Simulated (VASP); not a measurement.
Here is the system:

```xyz
6
Lattice="4.4263 0.0000 0.0000 0.0000 4.4263 0.0000 0.0000 0.0000 2.8655" Properties=species:S:1:pos:R:3 pbc="T T T"
Mn     4.4263     0.0000     0.0000
Mn     2.2132     2.2132     1.4328
O      1.3450     1.3450     2.8655
O      3.5582     0.8681     1.4328
O      0.8681     3.5582     1.4328
O      3.0813     3.0813     0.0000
```
Starting moments (μB, in the order of the record's atoms Mn Mn O O O O): 2.4 -2.4 0.0 0.0 0.0 0.0.

Method: PW91 GGA, VASP's PBE PAW potentials (set 64) (plane waves; VASP). Run with 520 eV cut-off, 8×8×12 Γ-centred mesh, tetrahedra with Blöchl corrections, potentials Mn_pv O.

The cores are frozen, which limits the accuracy of field gradients.

Q: Give the principal components of the electric field gradient (V/Å²) and the asymmetry η at each nucleus.

A: 
```csv
atom,Vxx,Vyy,Vzz,η
Mn1,-5.8,-1.9,7.7,0.50
Mn2,-5.8,-1.9,7.7,0.50
O3,62.3,25.6,-87.9,0.42
O4,62.3,25.6,-87.9,0.42
O5,62.3,25.6,-87.9,0.42
O6,62.3,25.6,-87.9,0.42
```

The compound is MnO2 in the rutile structure. It was relaxed first.
